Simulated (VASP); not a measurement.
Calculation: LDA (Ceperley-Alder, Perdew-Zunger), VASP's LDA PAW potentials (set 64) (plane waves; VASP).

VASP input:

QPOINTS:
```
k-points along high-symmetry lines
8
Line-mode
Cartesian
  0.000000   0.000000   0.000000 ! GAMMA
  0.147758   0.085308   0.000000 ! M

  0.147758   0.085308   0.000000 ! M
  0.098506   0.170617   0.000000 ! K

  0.098506   0.170617   0.000000 ! K
  0.000000   0.000000   0.000000 ! GAMMA

  0.000000   0.000000   0.000000 ! GAMMA
  0.000000   0.000000   0.091019 ! A

  0.000000   0.000000   0.091019 ! A
  0.147758   0.085308   0.091019 ! L

  0.147758   0.085308   0.091019 ! L
  0.098506   0.170617   0.091019 ! H

  0.098506   0.170617   0.091019 ! H
  0.000000   0.000000   0.091019 ! A

  0.147758   0.085308   0.091019 ! L
  0.147758   0.085308   0.000000 ! M

  0.098506   0.170617   0.091019 ! H
  0.098506   0.170617   0.000000 ! K
```

**INCAR**
```
! general
SYSTEM            =  Tl
PREC              =  Accurate
ENCUT             =  400   ! plane-wave cut-off (eV)
LREAL             =  .FALSE.   ! projection in real space or not
LASPH             =  .TRUE.   ! aspherical one-centre terms

! electronic loop
EDIFF             =  1E-7   ! SCF stop (eV)
NELM              =  100
ALGO              =  Normal
LMAXMIX           =  4   ! l cut-off of mixed one-centre charges

! smearing
ISMEAR            =  1   ! Methfessel-Paxton
SIGMA             =  0.1   ! width (eV)

! ions
IBRION            =  6
NSW               =  1
ISIF              =  2   ! forces and stress, cell fixed
POTIM             =  0.015   ! step
NFREE             =  2

! output
LWAVE             =  .FALSE.
LCHARG            =  .FALSE.

! other
LPHON_DISPERSION  =  .TRUE.
```

**KPOINTS**
```
K-points
0
gamma
 3 3 3
0 0 0
```

File POSCAR:
```
Tl
1
    5.0758546530    -8.7916384389     0.0000000000
    5.0758546530     8.7916384389     0.0000000000
    0.0000000000     0.0000000000    10.9867021896
Tl
36
Direct
  0.1111110000   0.2222223333   0.1250000000
  0.1111110000   0.2222223333   0.6250000000
  0.1111110000   0.5555556667   0.1250000000
  0.1111110000   0.5555556667   0.6250000000
  0.1111110000   0.8888890000   0.1250000000
  0.1111110000   0.8888890000   0.6250000000
  0.4444443333   0.2222223333   0.1250000000
  0.4444443333   0.2222223333   0.6250000000
  0.4444443333   0.5555556667   0.1250000000
  0.4444443333   0.5555556667   0.6250000000
  0.4444443333   0.8888890000   0.1250000000
  0.4444443333   0.8888890000   0.6250000000
  0.7777776667   0.2222223333   0.1250000000
  0.7777776667   0.2222223333   0.6250000000
  0.7777776667   0.5555556667   0.1250000000
  0.7777776667   0.5555556667   0.6250000000
  0.7777776667   0.8888890000   0.1250000000
  0.7777776667   0.8888890000   0.6250000000
  0.2222223333   0.1111110000   0.3750000000
  0.2222223333   0.1111110000   0.8750000000
  0.2222223333   0.4444443333   0.3750000000
  0.2222223333   0.4444443333   0.8750000000
  0.2222223333   0.7777776667   0.3750000000
  0.2222223333   0.7777776667   0.8750000000
  0.5555556667   0.1111110000   0.3750000000
  0.5555556667   0.1111110000   0.8750000000
  0.5555556667   0.4444443333   0.3750000000
  0.5555556667   0.4444443333   0.8750000000
  0.5555556667   0.7777776667   0.3750000000
  0.5555556667   0.7777776667   0.8750000000
  0.8888890000   0.1111110000   0.3750000000
  0.8888890000   0.1111110000   0.8750000000
  0.8888890000   0.4444443333   0.3750000000
  0.8888890000   0.4444443333   0.8750000000
  0.8888890000   0.7777776667   0.3750000000
  0.8888890000   0.7777776667   0.8750000000
```

POTCAR, in this order: Tl_d (LDA.64 set). Program: vasp_std.

What VASP printed:

OUTCAR:
```
 ion  position               nearest neighbor table
   1  0.111  0.222  0.125-  21 3.37  22 3.37  31 3.37  32 3.37  19 3.37  20 3.37  17 3.38   9 3.38
                             7 3.38  13 3.38   5 3.38   3 3.38
   2  0.111  0.222  0.625-  21 3.37  22 3.37  31 3.37  32 3.37  19 3.37  20 3.37  18 3.38  10 3.38
                             8 3.38  14 3.38   6 3.38   4 3.38
   3  0.111  0.556  0.125-  23 3.37  24 3.37  33 3.37  34 3.37  21 3.37  22 3.37  11 3.38  13 3.38
                             5 3.38   9 3.38  15 3.38   1 3.38
   4  0.111  0.556  0.625-  23 3.37  24 3.37  33 3.37  34 3.37  21 3.37  22 3.37  12 3.38  14 3.38
                             6 3.38  10 3.38  16 3.38   2 3.38
   5  0.111  0.889  0.125-  19 3.37  20 3.37  35 3.37  36 3.37  23 3.37  24 3.37   7 3.38  15 3.38
                            11 3.38   3 3.38   1 3.38  17 3.38
   6  0.111  0.889  0.625-  19 3.37  20 3.37  35 3.37  36 3.37  23 3.37  24 3.37   8 3.38  16 3.38
                            12 3.38   4 3.38   2 3.38  18 3.38
   7  0.444  0.222  0.125-  19 3.37  20 3.37  27 3.37  28 3.37  25 3.37  26 3.37   5 3.38  15 3.38
                             1 3.38  11 3.38  13 3.38   9 3.38
   8  0.444  0.222  0.625-  19 3.37  20 3.37  27 3.37  28 3.37  25 3.37  26 3.37   6 3.38  16 3.38
                             2 3.38  12 3.38  14 3.38  10 3.38
   9  0.444  0.556  0.125-  21 3.37  22 3.37  29 3.37  30 3.37  27 3.37  28 3.37   1 3.38  17 3.38
                            11 3.38   3 3.38  15 3.38   7 3.38
  10  0.444  0.556  0.625-  21 3.37  22 3.37  29 3.37  30 3.37  27 3.37  28 3.37   2 3.38  18 3.38
                            12 3.38   4 3.38  16 3.38   8 3.38
  11  0.444  0.889  0.125-  23 3.37  24 3.37  25 3.37  26 3.37  29 3.37  30 3.37   3 3.38  13 3.38
                             9 3.38   5 3.38   7 3.38  17 3.38
  12  0.444  0.889  0.625-  23 3.37  24 3.37  25 3.37  26 3.37  29 3.37  30 3.37   4 3.38  14 3.38
                            10 3.38   6 3.38   8 3.38  18 3.38
  13  0.778  0.222  0.125-  25 3.37  26 3.37  33 3.37  34 3.37  31 3.37  32 3.37   3 3.38  11 3.38
                             1 3.38  17 3.38  15 3.38   7 3.38
  14  0.778  0.222  0.625-  25 3.37  26 3.37  33 3.37  34 3.37  31 3.37  32 3.37   4 3.38  12 3.38
                             2 3.38  18 3.38  16 3.38   8 3.38
  15  0.778  0.556  0.125-  35 3.37  36 3.37  27 3.37  28 3.37  33 3.37  34 3.37   5 3.38   7 3.38
                            17 3.38   3 3.38  13 3.38   9 3.38
  16  0.778  0.556  0.625-  35 3.37  36 3.37  27 3.37  28 3.37  33 3.37  34 3.37   6 3.38   8 3.38
                            18 3.38   4 3.38  14 3.38  10 3.38
  17  0.778  0.889  0.125-  29 3.37  30 3.37  31 3.37  32 3.37  35 3.37  36 3.37   1 3.38   9 3.38
                            15 3.38  13 3.38   5 3.38  11 3.38
  18  0.778  0.889  0.625-  29 3.37  30 3.37  31 3.37  32 3.37  35 3.37  36 3.37   2 3.38  10 3.38
                            16 3.38  14 3.38   6 3.38  12 3.38
  19  0.222  0.111  0.375-   7 3.37   8 3.37   5 3.37   6 3.37   1 3.37   2 3.37  35 3.38  27 3.38
                            21 3.38  31 3.38  23 3.38  25 3.38
  20  0.222  0.111  0.875-   7 3.37   8 3.37   5 3.37   6 3.37   1 3.37   2 3.37  36 3.38  28 3.38
                            22 3.38  32 3.38  24 3.38  26 3.38
  21  0.222  0.444  0.375-   1 3.37   2 3.37   9 3.37  10 3.37   3 3.37   4 3.37  31 3.38  29 3.38
                            19 3.38  33 3.38  27 3.38  23 3.38
  22  0.222  0.444  0.875-   1 3.37   2 3.37   9 3.37  10 3.37   3 3.37   4 3.37  32 3.38  30 3.38
                            20 3.38  34 3.38  28 3.38  24 3.38
  23  0.222  0.778  0.375-   3 3.37   4 3.37  11 3.37  12 3.37   5 3.37   6 3.37  25 3.38  33 3.38
                            19 3.38  35 3.38  21 3.38  29 3.38
  24  0.222  0.778  0.875-   3 3.37   4 3.37  11 3.37  12 3.37   5 3.37   6 3.37  26 3.38  34 3.38
                            20 3.38  36 3.38  22 3.38  30 3.38
  25  0.556  0.111  0.375-  13 3.37  14 3.37  11 3.37  12 3.37   7 3.37   8 3.37  33 3.38  23 3.38
                            31 3.38  27 3.38  29 3.38  19 3.38
  26  0.556  0.111  0.875-  13 3.37  14 3.37  11 3.37  12 3.37   7 3.37   8 3.37  34 3.38  24 3.38
                            32 3.38  28 3.38  30 3.38  20 3.38
  27  0.556  0.444  0.375-   7 3.37   8 3.37  15 3.37  16 3.37   9 3.37  10 3.37  19 3.38  35 3.38
                            33 3.38  25 3.38  21 3.38  29 3.38
  28  0.556  0.444  0.875-   7 3.37   8 3.37  15 3.37  16 3.37   9 3.37  10 3.37  20 3.38  36 3.38
                            34 3.38  26 3.38  22 3.38  30 3.38
  29  0.556  0.778  0.375-  17 3.37  18 3.37   9 3.37  10 3.37  11 3.37  12 3.37  31 3.38  21 3.38
                            35 3.38  25 3.38  23 3.38  27 3.38
  30  0.556  0.778  0.875-  17 3.37  18 3.37   9 3.37  10 3.37  11 3.37  12 3.37  32 3.38  22 3.38
                            36 3.38  26 3.38  24 3.38  28 3.38
  31  0.889  0.111  0.375-   1 3.37   2 3.37  17 3.37  18 3.37  13 3.37  14 3.37  21 3.38  29 3.38
                            25 3.38  33 3.38  19 3.38  35 3.38
  32  0.889  0.111  0.875-   1 3.37   2 3.37  17 3.37  18 3.37  13 3.37  14 3.37  22 3.38  30 3.38
                            26 3.38  34 3.38  20 3.38  36 3.38
  33  0.889  0.444  0.375-  13 3.37  14 3.37   3 3.37   4 3.37  15 3.37  16 3.37  25 3.38  23 3.38
                            27 3.38  31 3.38  21 3.38  35 3.38
  34  0.889  0.444  0.875-  13 3.37  14 3.37   3 3.37   4 3.37  15 3.37  16 3.37  26 3.38  24 3.38
                            28 3.38  32 3.38  22 3.38  36 3.38
  35  0.889  0.778  0.375-  15 3.37  16 3.37   5 3.37   6 3.37  17 3.37  18 3.37  19 3.38  27 3.38
                            29 3.38  23 3.38  31 3.38  33 3.38
  36  0.889  0.778  0.875-  15 3.37  16 3.37   5 3.37   6 3.37  17 3.37  18 3.37  20 3.38  28 3.38
                            30 3.38  24 3.38  32 3.38  34 3.38
  LATTYP: Found a hexagonal cell.
 ALAT       =    10.1517095555
...
```

OSZICAR:
```
       N       E                     dE             d eps       ncg     rms          rms(c)
DAV:   1     0.263601588134E+04    0.26360E+04   -0.21738E+05  3400   0.131E+03
DAV:   2    -0.213467658887E+01   -0.26382E+04   -0.25628E+04  3536   0.335E+02
DAV:   3    -0.105695487793E+03   -0.10356E+03   -0.10106E+03  3656   0.524E+01
DAV:   4    -0.107258339462E+03   -0.15629E+01   -0.15530E+01  3600   0.550E+00
DAV:   5    -0.107278912571E+03   -0.20573E-01   -0.20571E-01  3624   0.720E-01    0.154E+01
DAV:   6    -0.106190522597E+03    0.10884E+01   -0.20952E+00  3536   0.318E+00    0.106E+01
DAV:   7    -0.105997643377E+03    0.19288E+00   -0.11730E+00  3488   0.233E+00    0.241E+00
DAV:   8    -0.105963697803E+03    0.33946E-01   -0.17156E-01  3480   0.896E-01    0.162E-01
DAV:   9    -0.105963807409E+03   -0.10961E-03   -0.95019E-04  3640   0.679E-02    0.681E-02
DAV:  10    -0.105963814982E+03   -0.75728E-05   -0.18453E-04  3480   0.289E-02    0.476E-02
DAV:  11    -0.105963800394E+03    0.14588E-04   -0.64298E-05  3496   0.178E-02    0.144E-03
DAV:  12    -0.105963800474E+03   -0.79672E-07   -0.79872E-07  3264   0.188E-03
   1 F= -.10596380E+03 E0= -.10596737E+03  d E =0.107032E-01
 Found     2 degrees of freedom:
       N       E                     dE             d eps       ncg     rms          rms(c)
DAV:   1    -0.105962181809E+03    0.16186E-02   -0.16739E+00  5664   0.210E+00    0.699E-02
DAV:   2    -0.105963528184E+03   -0.13464E-02   -0.13527E-02  5960   0.294E-01    0.219E-02
DAV:   3    -0.105963542431E+03   -0.14247E-04   -0.16337E-04  6024   0.260E-02    0.156E-02
DAV:   4    -0.105963541939E+03    0.49248E-06   -0.36207E-06  5920   0.479E-03    0.589E-03
DAV:   5    -0.105963541906E+03    0.33091E-07   -0.49593E-07  5816   0.133E-03
   2 F= -.10596354E+03 E0= -.10596711E+03  d E =0.107112E-01
       N       E                     dE             d eps       ncg     rms          rms(c)
DAV:   1    -0.105959235793E+03    0.43061E-02   -0.52165E+00  5664   0.361E+00    0.124E-01
DAV:   2    -0.105963500900E+03   -0.42651E-02   -0.42958E-02  5968   0.518E-01    0.419E-02
DAV:   3    -0.105963544824E+03   -0.43923E-04   -0.53096E-04  6024   0.467E-02    0.265E-02
DAV:   4    -0.105963542842E+03    0.19818E-05   -0.12979E-05  5936   0.881E-03    0.866E-03
DAV:   5    -0.105963542796E+03    0.45977E-07   -0.12249E-06  6024   0.209E-03    0.192E-03
DAV:   6    -0.105963542778E+03    0.17906E-07   -0.68374E-08  3192   0.725E-04
   3 F= -.10596354E+03 E0= -.10596711E+03  d E =0.107112E-01
       N       E                     dE             d eps       ncg     rms          rms(c)
DAV:   1    -0.105960787815E+03    0.27550E-02   -0.33505E+00  3920   0.294E+00    0.794E-02
DAV:   2    -0.105963513926E+03   -0.27261E-02   -0.27439E-02  4176   0.422E-01    0.310E-02
DAV:   3    -0.105963539967E+03   -0.26041E-04   -0.33957E-04  4216   0.377E-02    0.194E-02
DAV:   4    -0.105963535717E+03    0.42498E-05   -0.87181E-06  4168   0.712E-03    0.542E-03
DAV:   5    -0.105963534403E+03    0.13140E-05   -0.89895E-07  4192   0.186E-03    0.112E-03
DAV:   6    -0.105963534144E+03    0.25895E-06   -0.72175E-08  2304   0.866E-04    0.375E-04
DAV:   7    -0.105963533983E+03    0.16124E-06   -0.29567E-08  2216   0.650E-04    0.114E-04
DAV:   8    -0.105963533922E+03    0.61620E-07   -0.13764E-08  2136   0.462E-04
   4 F= -.10596353E+03 E0= -.10596710E+03  d E =0.107055E-01
       N       E                     dE             d eps       ncg     rms          rms(c)
DAV:   1    -0.105958691619E+03    0.48424E-02   -0.59657E+00  3928   0.382E+00    0.132E-01
DAV:   2    -0.105963486943E+03   -0.47953E-02   -0.48308E-02  4160   0.539E-01    0.449E-02
DAV:   3    -0.105963535797E+03   -0.48854E-04   -0.59092E-04  4192   0.480E-02    0.289E-02
DAV:   4    -0.105963533919E+03    0.18786E-05   -0.14013E-05  4168   0.917E-03    0.100E-02
DAV:   5    -0.105963533884E+03    0.34372E-07   -0.14195E-06  4200   0.226E-03    0.228E-03
DAV:   6    -0.105963533862E+03    0.21930E-07   -0.94854E-08  2416   0.807E-04
   5 F= -.10596353E+03 E0= -.10596710E+03  d E =0.107055E-01
```

### OUTCAR
```
------------------------ aborting loop because EDIFF is reached ----------------------------------------
  FORCE on cell =-STRESS in cart. coord.  units (eV):
  Direction    XX          YY          ZZ          XY          YZ          ZX
  --------------------------------------------------------------------------------------
  Total        2.2336484      2.2336485     -2.8549121      0.0000000      0.0000000      0.0000000
  in kB        3.6496318      3.6496320     -4.6647350      0.0000000      0.0000000      0.0000000
  external PRESSURE =       0.8781763 kB  Pullay stress =       0.0000000 kB
  volume of cell :      980.56
      direct lattice vectors                 reciprocal lattice vectors
     5.075854653 -8.791638439  0.000000000     0.098505579 -0.056872221  0.000000000
     5.075854653  8.791638439  0.000000000     0.098505579  0.056872221  0.000000000
     0.000000000  0.000000000 10.986702190     0.000000000  0.000000000  0.091019123
 POSITION                                       TOTAL-FORCE (eV/Angst)
 -----------------------------------------------------------------------------------
      1.69195      0.97685      1.35834         0.000000     -0.000000      0.035505
      1.69195      0.97685      6.86669         0.000000     -0.000000      0.000933
      3.38390      3.90740      1.37334         0.000026     -0.000109      0.001696
      3.38390      3.90740      6.86669         0.000037     -0.000099      0.000493
      5.07585      6.83794      1.37334         0.000108      0.000032      0.001696
      5.07585      6.83794      6.86669         0.000104      0.000017      0.000493
      3.38390     -1.95370      1.37334        -0.000108      0.000032      0.001696
      3.38390     -1.95370      6.86669        -0.000104      0.000017      0.000493
      5.07585      0.97685      1.37334        -0.000081      0.000077      0.001696
      5.07585      0.97685      6.86669        -0.000067      0.000081      0.000493
      6.76781      3.90740      1.37334         0.000000     -0.000000     -0.000884
      6.76781      3.90740      6.86669         0.000000      0.000000      0.000073
      5.07585     -4.88424      1.37334        -0.000026     -0.000109      0.001696
      5.07585     -4.88424      6.86669        -0.000037     -0.000099      0.000493
      6.76781     -1.95370      1.37334         0.000000     -0.000000     -0.000885
      6.76781     -1.95370      6.86669         0.000000     -0.000000      0.000068
      8.45976      0.97685      1.37334         0.000081      0.000077      0.001696
      8.45976      0.97685      6.86669         0.000067      0.000081      0.000493
      1.69195     -0.97685      4.12001         0.000000      0.006143     -0.007761
      1.69195     -0.97685      9.61336         0.000000     -0.006302     -0.008050
      3.38390      1.95370      4.12001        -0.005320     -0.003072     -0.007761
      3.38390      1.95370      9.61336         0.005458      0.003151     -0.008050
      5.07585      4.88424      4.12001         0.000010     -0.000006     -0.000075
      5.07585      4.88424      9.61336        -0.000200      0.000115     -0.000082
      3.38390     -3.90740      4.12001        -0.000010     -0.000006     -0.000075
      3.38390     -3.90740      9.61336         0.000200      0.000115     -0.000082
      5.07585     -0.97685      4.12001         0.000048     -0.000028     -0.000009
      5.07585     -0.97685      9.61336         0.000034     -0.000020     -0.000005
      6.76781      1.95370      4.12001         0.000000      0.000012     -0.000075
      6.76781      1.95370      9.61336         0.000000     -0.000230     -0.000082
      5.07585     -6.83794      4.12001         0.005320     -0.003072     -0.007761
      5.07585     -6.83794      9.61336        -0.005458      0.003151     -0.008050
      6.76781     -3.90740      4.12001         0.000000      0.000056     -0.000009
      6.76781     -3.90740      9.61336         0.000000      0.000039     -0.000005
      8.45976     -0.97685      4.12001        -0.000048     -0.000028     -0.000009
      8.45976     -0.97685      9.61336        -0.000034     -0.000020     -0.000005
 -----------------------------------------------------------------------------------
    total drift:                               -0.000001     -0.000228      0.000065
  FREE ENERGIE OF THE ION-ELECTRON SYSTEM (eV)
  ---------------------------------------------------
  free  energy   TOTEN  =      -105.9635338624 eV

  energy  without entropy=     -105.9742393308  energy(sigma->0) =     -105.96710235
```
(Selected blocks of OUTCAR.)

The cell is a supercell, built from Tl (hcp).
